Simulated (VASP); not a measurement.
Here is the system:

```
CELL_PARAMETERS angstrom
      0.00000     2.75964     2.75964
      2.75964     0.00000     2.75964
      2.75964     2.75964     0.00000
ATOMIC_POSITIONS crystal
  Ag 0.00000 0.00000 0.00000
  Cl 0.50000 0.50000 0.50000
```

Level of theory: SCAN meta-GGA, VASP's PBE PAW potentials (set 64) (plane waves; VASP). Settings: 520 eV cut-off, 9×9×9 Γ-centred mesh, tetrahedra with Blöchl corrections, potentials Ag Cl.

Problem. Give the energies of bands 2 to 11 at the high-symmetry points, in eV from the valence-band maximum.

Solution. 
| band | Γ | X | U | L | W |
|---|---|---|---|---|---|
| 2 | -2.51 | -4.56 | -4.42 | -5.47 | -4.41 |
| 3 | -2.51 | -3.27 | -4.40 | -4.37 | -4.21 |
| 4 | -2.51 | -3.27 | -3.99 | -4.37 | -4.21 |
| 5 | -2.49 | -2.82 | -2.35 | -2.11 | -2.04 |
| 6 | -2.49 | -2.26 | -2.05 | -2.11 | -2.04 |
| 7 | -2.49 | -1.99 | -1.88 | -1.79 | -1.99 |
| 8 | -2.45 | -1.99 | -1.67 | 0.00 | -1.98 |
| 9 | -2.45 | -1.88 | -1.08 | 0.00 | -1.18 |
| 10 | 1.34 | 2.80 | 4.06 | 4.63 | 4.65 |
| 11 | 11.38 | 8.36 | 7.70 | 7.13 | 8.35 |

The gap is indirect, 1.34 eV, from the valence maximum at L to the conduction minimum at Γ.

The compound is AgCl in the rock salt structure. It was relaxed first.
